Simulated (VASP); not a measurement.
Given:

```xyz
4
Lattice="1.9311 -3.3447 0.0000 1.9311 3.3447 0.0000 0.0000 0.0000 6.3282" Properties=species:S:1:pos:R:3 pbc="T T T"
Zn     1.9311    -1.1149     3.1651
Zn     1.9311     1.1149     0.0011
S      1.9311    -1.1149     5.5361
S      1.9311     1.1149     2.3720
```

The numbers are results of PBEsol GGA, VASP's PBE PAW potentials (set 64) (plane waves; VASP 6.6.1), not measurements. Run with 520 eV cut-off, 7×7×4 Γ-centred mesh, Gaussian smearing of 0.050 eV, potentials Zn S.

**Question.** Give the stress tensor in GPa (positive for a compressed cell).

**Answer.** 
```
-4.04   0.00   0.00
 0.00  -4.04   0.00
 0.00   0.00  -4.01
```
The pressure is its mean diagonal, -4.03 GPa.

The compound is ZnS in the wurtzite structure, the high-temperature form. This cell is one point of a volume scan, at 1.06 of the reference volume.
